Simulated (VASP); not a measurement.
Crystal: V.

```
V
1.0
    -1.51435    1.51435    1.51435
     1.51435   -1.51435    1.51435
     1.51435    1.51435   -1.51435
V
1
Direct
  0.00000 0.00000 0.00000
```

| Quantity | Value |
| --- | --- |
| Program | VASP 6.6.1 |
| Task | relaxation of cell and atoms |
| Functional | PBE |
| Potentials or basis | VASP PAW PBE potentials, release 64 (V_sv) |
| Cutoff | 520 eV |
| k mesh | 20 × 20 × 20 |
| Occupations | gaussian, width 0.1 eV |
| Spin | collinear spin, ferromagnetic start |
| Starting moments | [2.0] μB |

At the start: pressure -5.2 GPa; volume 13.89 Å³/atom.

**Question.** Where does the relaxation end?

**Answer.** Over 3 steps the energy falls by 6.9 meV/atom and the volume is 13.48 Å³/atom (-3.0 %); space group Im-3m (No. 229, to 0.05 Å); moment 0.00 μB per cell.

The path:
```tsv
step	energy change (eV)	largest force (eV/Å)	pressure (GPa)	volume (Å³)
1	0.0000	0.0000	-5.23	13.89
2	0.0034	0.0000	7.15	13.00
3	-0.0069	0.0000	-0.06	13.48
```

Final structure:
```xyz
1
Lattice="-1.4993 1.4993 1.4993 1.4993 -1.4993 1.4993 1.4993 1.4993 -1.4993" Properties=species:S:1:pos:R:3 pbc="T T T"
V     0.0000    0.0000    0.0000
```
